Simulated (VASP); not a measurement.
The system is Ta.

```xyz
1
Lattice="-1.6513 1.6513 1.6513 1.6513 -1.6513 1.6513 1.6513 1.6513 -1.6513" Properties=species:S:1:pos:R:3 pbc="T T T"
Ta    0.0000    0.0000    0.0000
```

* Program: VASP 6.6.1
* Task: relaxation of cell and atoms
* Functional: LDA
* Potentials or basis: VASP PAW LDA potentials, release 64 (Ta_pv)
* Cutoff: 600 eV
* k mesh: 16 × 16 × 16
* Occupations: methfessel-paxton, width 0.1 eV
* Spin: no spin polarisation

At the start: pressure -8.2 GPa; volume 18.01 Å³/atom.

Where does the relaxation end?

Over 4 steps the energy falls by 19.9 meV/atom and the volume is 17.27 Å³/atom (-4.1 %); space group Im-3m (No. 229, to 0.05 Å).

The path:
```
step  energy change (eV)  largest force (eV/Å)  pressure (GPa)  volume (Å³)
   1              0.0000                0.0000           -8.24        18.01
   2              0.0906                0.0000           24.48        15.70
   3             -0.0199                0.0000           -0.32        17.29
   4             -0.0199                0.0000           -0.05        17.27
```

Final structure:
```
CELL_PARAMETERS angstrom
-1.62829 1.62829 1.62829
1.62829 -1.62829 1.62829
1.62829 1.62829 -1.62829
ATOMIC_POSITIONS crystal
Ta 0.00000 0.00000 0.00000
```
